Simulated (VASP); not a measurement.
A convergence study with VASP on Lu (hcp): a few settings are varied, all else stays as given below, so the limit is that of these other settings.

```
Lu
1.0
    1.75000    -3.03109     0.00000
    1.75000     3.03109     0.00000
    0.00000     0.00000     5.55000
Lu
2
Direct
  0.33333   0.66667   0.25000
  0.66667   0.33333   0.75000
```

These are PBE GGA, VASP's PBE PAW potentials (set 64) (plane waves; VASP 6.6.1) values and carry that method's errors. The last row used: 550 eV cut-off, 19×19×12 Γ-centred mesh, second-order Methfessel-Paxton smearing of 0.40 eV, potentials Lu_3.

```
setting                                   E (eV/atom)  pressure (GPa)  irreducible k-points
----------------------------------------  -----------  --------------  --------------------
ISMEAR = -1, SIGMA = 0.01, 6×6×4 mesh         -4.4644           -0.04                    21
ISMEAR = -1, SIGMA = 0.2, 6×6×4 mesh       (withheld)      (withheld)                    21
ISMEAR = 0, SIGMA = 0.01, 6×6×4 mesh          -4.4644           -0.04                    21
ISMEAR = 0, SIGMA = 0.2, 6×6×4 mesh           -4.4633           -0.02                    21
ISMEAR = 1, SIGMA = 0.01, 6×6×4 mesh          -4.4644           -0.04                    21
ISMEAR = 1, SIGMA = 0.2, 6×6×4 mesh           -4.4628           -0.06                    21
ISMEAR = 2, SIGMA = 0.01, 6×6×4 mesh          -4.4644           -0.04                    21
ISMEAR = 2, SIGMA = 0.2, 6×6×4 mesh           -4.4627           -0.02                    21
ISMEAR = -1, SIGMA = 0.05, 13×13×8 mesh       -4.4521            0.02                   105
ISMEAR = -1, SIGMA = 0.2, 13×13×8 mesh        -4.4628            0.47                   105
ISMEAR = 0, SIGMA = 0.05, 13×13×8 mesh        -4.4520           -0.02                   105
ISMEAR = 0, SIGMA = 0.2, 13×13×8 mesh      (withheld)      (withheld)                   105
ISMEAR = 1, SIGMA = 0.05, 13×13×8 mesh        -4.4520           -0.01                   105
ISMEAR = 1, SIGMA = 0.2, 13×13×8 mesh         -4.4518           -0.02                   105
ISMEAR = 2, SIGMA = 0.05, 13×13×8 mesh        -4.4520            0.00                   105
ISMEAR = 2, SIGMA = 0.2, 13×13×8 mesh         -4.4519           -0.04                   105
ISMEAR = -1, SIGMA = 0.05, 19×19×12 mesh      -4.4522            0.02                   280
ISMEAR = -1, SIGMA = 0.4, 19×19×12 mesh       -4.4908            1.37                   280
ISMEAR = 0, SIGMA = 0.05, 19×19×12 mesh       -4.4520           -0.03                   280
ISMEAR = 0, SIGMA = 0.4, 19×19×12 mesh        -4.4574            0.34                   280
ISMEAR = 1, SIGMA = 0.05, 19×19×12 mesh       -4.4520           -0.04                   280
ISMEAR = 1, SIGMA = 0.4, 19×19×12 mesh        -4.4517            0.06                   280
ISMEAR = 2, SIGMA = 0.05, 19×19×12 mesh       -4.4520           -0.04                   280
ISMEAR = 2, SIGMA = 0.4, 19×19×12 mesh        -4.4516            0.02                   280
```

Some entries are withheld; supply them.

- ISMEAR = 0, SIGMA = 0.2, 13×13×8 mesh, E (eV/atom): -4.4524
- ISMEAR = 0, SIGMA = 0.2, 13×13×8 mesh, pressure (GPa): 0.09
- ISMEAR = -1, SIGMA = 0.2, 6×6×4 mesh, E (eV/atom): -4.4680
- ISMEAR = -1, SIGMA = 0.2, 6×6×4 mesh, pressure (GPa): 0.40

Left out are rungs that failed or repeat a setting and relaxations that didn't move; long series are thinned to 24 rows.

The compound is Lu in the hcp structure. The cell was not relaxed at this level.
